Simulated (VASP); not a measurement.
OSZICAR of a VASP run on Mg$_{2}$Zn$_{2}$Te$_{4}$ (ordered alloy cell):

OSZICAR:
```
       N       E                     dE             d eps       ncg     rms          rms(c)
DAV:   1     0.153577546784E+04    0.15358E+04   -0.42227E+00  1231   0.193E+01    0.339E+00
DAV:   2     0.153602079097E+04    0.24532E+00   -0.30038E+00  1116   0.116E+01    0.385E+00
DAV:   3     0.153627809358E+04    0.25730E+00   -0.21821E-01  1228   0.294E+00    0.329E+00
DAV:   4     0.153678622804E+04    0.50813E+00   -0.11422E-01  1270   0.187E+00    0.222E+00
DAV:   5     0.153744889975E+04    0.66267E+00   -0.23474E-01  1144   0.235E+00    0.836E-01
DAV:   6     0.153791445339E+04    0.46555E+00   -0.63162E-02  1130   0.128E+00    0.351E-01
DAV:   7     0.153798516636E+04    0.70713E-01   -0.30942E-02  1291   0.757E-01    0.296E-01
DAV:   8     0.153799844130E+04    0.13275E-01   -0.11666E-02  1165   0.611E-01    0.743E-02
DAV:   9     0.153800078329E+04    0.23420E-02   -0.71252E-03  1151   0.480E-01    0.510E-02
DAV:  10     0.153805632815E+04    0.55545E-01   -0.12437E-03  1263   0.265E-01    0.109E-01
DAV:  11     0.153802721557E+04   -0.29113E-01   -0.65592E-04  1207   0.193E-01    0.232E-02
DAV:  12     0.153805330136E+04    0.26086E-01   -0.23052E-04  1228   0.954E-02    0.561E-02
DAV:  13     0.153803415501E+04   -0.19146E-01   -0.87715E-05  1298   0.727E-02    0.587E-03
DAV:  14     0.153803498498E+04    0.82997E-03   -0.63011E-06  1243   0.188E-02    0.852E-03
DAV:  15     0.153803594638E+04    0.96141E-03   -0.40532E-06  1084   0.111E-02    0.495E-03
DAV:  16     0.153803450535E+04   -0.14410E-02   -0.37472E-06  1056   0.102E-02    0.212E-03
DAV:  17     0.153803359076E+04   -0.91459E-03   -0.63302E-07   768   0.458E-03    0.241E-03
DAV:  18     0.153803357168E+04   -0.19084E-04   -0.15083E-07   649   0.204E-03    0.114E-03
DAV:  19     0.153803334640E+04   -0.22528E-03   -0.79243E-08   614   0.179E-03    0.296E-04
DAV:  20     0.153803344684E+04    0.10045E-03   -0.19354E-08   621   0.102E-03    0.435E-04
DAV:  21     0.153803345254E+04    0.56947E-05   -0.56810E-09   593   0.459E-04    0.338E-04
DAV:  22     0.153803354549E+04    0.92957E-04   -0.31150E-09   600   0.429E-04    0.448E-04
DAV:  23     0.153803339235E+04   -0.15314E-03   -0.62692E-09   600   0.542E-04    0.190E-04
DAV:  24     0.153803339891E+04    0.65536E-05   -0.20498E-09   586   0.290E-04    0.297E-04
DAV:  25     0.153803336100E+04   -0.37913E-04   -0.22485E-10   600   0.141E-04    0.189E-04
DAV:  26     0.153803336051E+04   -0.48886E-06   -0.66965E-11   593   0.590E-05
   1 F= 0.15380334E+04 E0= 0.15380334E+04  d E =-.145025E-10
```

Question: Which electronic solver shows in the log?

Answer: It is blocked Davidson (ALGO = Normal, or the opening steps of other solvers). The INCAR had ALGO = Normal.

Question: Can the final energy be trusted as converged?

Answer: Self-consistency was reached. It stopped with EDIFF = 1E-6, NELM = 200 (modified Becke-Johnson potential (mBJ), plane waves, VASP's PBE PAW potentials (set 64)). mBJ is a potential without an energy functional, so only the levels count.

The structure was generated: Mg2Zn2Te4 was put into an ordered model structure (P-4m2), which need not be its known phase. It was relaxed first. The cell's shape comes from a PBE relaxation.
